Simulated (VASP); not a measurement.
Data:

```xyz
3
Lattice="3.3162 0.0000 0.0000 -1.6581 2.8719 0.0000 0.0000 0.0000 16.6501" Properties=species:S:1:pos:R:3 pbc="T T T"
W      0.0000     0.0000     0.0000
Se     0.0000     1.9146     1.6623
Se     0.0000     1.9146    14.9878
```

Computed with r2SCAN meta-GGA, VASP's PBE PAW potentials (set 64) (plane waves; VASP 6.6.1). Settings: 400 eV cut-off, 9×9×2 Γ-centred mesh, tetrahedra with Blöchl corrections, potentials W_sv Se.

The cell holds a wide vacuum, so values per volume refer to the whole cell. The cores are frozen, which limits the accuracy of field gradients.

### Question
Give the principal components of the electric field gradient (V/Å²) and the asymmetry η at each nucleus.

### Answer

```
atom   Vxx   Vyy     Vzz     η
----  ----  ----  ------  ----
W1    77.4  77.4  -154.8  0.00
Se2   45.3  45.3   -90.5  0.00
Se3   45.3  45.3   -90.5  0.00
```

The cell is a sheet with vacuum, built from a database entry that may be metastable or hypothetical.
